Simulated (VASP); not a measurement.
The input files of a VASP run:

POSCAR:
```
CdTe
1
    4.2554323029     0.0000000366     0.0000000000
   -2.1277155884     3.6853118188     0.0000000000
   -0.0000000000    -0.0000000000     3.7178003368
Cd Te
1 1
Direct
  0.0000000000   0.0000000000   0.0000000000
  0.6666670000   0.3333330000   0.5000000000
```

### INCAR
```
# general
SYSTEM  = CdTe
PREC    = Accurate
ENCUT   = 400
LREAL   = .False.
LASPH   = .True.

# electronic loop
EDIFF   = 1E-6
NELM    = 100
ALGO    = Normal
LMAXMIX = 4
LMIXTAU = .True.

# smearing
ISMEAR  = 1
SIGMA   = 0.1

# functional
METAGGA = R2SCAN

# ions
IBRION  = 2
NSW     = 60
ISIF    = 3
EDIFFG  = -0.01

# output
LWAVE   = .False.
LCHARG  = .False.
```

### KPOINTS
```
Automatic
0
Gamma
9 9 9
0 0 0
```

POTCAR, in this order: Cd Te (PBE.64 set). Program: vasp_std.

### Question
Write an equivalent input for Ansatz.

### Answer
One equivalent input (not run):
Ansatz 0.2 input:
```yaml
crystal:
  lattice:
    - [4.2554323, 0.0000000, 0.0000000]
    - [-2.1277156, 3.6853118, 0.0000000]
    - [0.0000000, 0.0000000, 3.7178003]
  atoms:
    - { symbol: Cd, position: [0.0000000, 0.0000000, 0.0000000] }
    - { symbol: Te, position: [0.6666670, 0.3333330, 0.5000000] }
kpoints:
  mp_grid: { grid: [9, 9, 9] }
hamiltonian:
  xc: r2scan
  pseudopotentials: { kind: paw }
scf:
  occupations: { method: methfessel_paxton, width: 0.1 }
  max_iter: 100
relax:
  max_steps: 60
  f_tol: 0.01
  cell: {}
output: { forces: true, stress: true, eigenvalues: true }
```
Limits of the translation: each code has its own PAW files, so the cut-off isn't converted (ENCUT is set for VASP's; basis.ecutwfc is left out, and Ansatz then takes the one that its files recommend); Ansatz stops its SCF on the density residual and VASP on the energy change (EDIFF).

The structure was generated: CdTe was put into the WC type (P-6m2), which need not be its known phase. This run relaxes it. Symmetry was kept, so distortions that lower it aren't found. The start is the result of an earlier pass.
